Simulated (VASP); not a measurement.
```
CELL_PARAMETERS angstrom
      4.40056     0.00000     0.00000
      0.00000     4.40056     0.00000
      0.00000     0.00000     2.95995
ATOMIC_POSITIONS crystal
  Mg 0.00000 0.00000 0.00000
  Mg 0.50000 0.50000 0.50000
  H  0.30390 0.30390 0.00000
  H  0.80390 0.19610 0.50000
  H  0.19610 0.80390 0.50000
  H  0.69610 0.69610 0.00000
```

The numbers are results of LDA (Ceperley-Alder, Perdew-Zunger), VASP's LDA PAW potentials (set 64) (plane waves; VASP), not measurements. Numerical set-up: 400 eV cut-off, 5×5×8 Γ-centred mesh, Gaussian smearing of 0.010 eV, potentials Mg H.

Task: Give the electronic dielectric tensor ε∞ (DFPT, local fields included).

Result: 
```
4.22  0.00  0.00
0.00  4.22  0.00
0.00  0.00  4.26
```

Task: Give the Born effective charges.

Result: 
| atom | Z*xx | Z*yy | Z*zz | mean |
|---|---|---|---|---|
| Mg1 | 1.82 | 1.82 | 1.91 | 1.85 |
| Mg2 | 1.82 | 1.82 | 1.91 | 1.85 |
| H3 | -0.91 | -0.91 | -0.96 | -0.92 |
| H4 | -0.91 | -0.91 | -0.96 | -0.92 |
| H5 | -0.91 | -0.91 | -0.96 | -0.92 |
| H6 | -0.91 | -0.91 | -0.96 | -0.92 |

Task: And the static tensor with the ions free?

Result: 
```
11.8  0.00  0.00
0.00  11.8  0.00
0.00  0.00  8.12
```

Task: Which frequencies do the optical Γ-point modes have (no LO-TO splitting)?

Result: 184, 209, 309 (×2), 490 (×2), 737, 939, 1045 (×2), 1174, 1291 (×2), 1391, 1544 cm⁻¹.

The compound is MgH2 in the rutile structure. It was relaxed first, which changed the volume by -7 %.
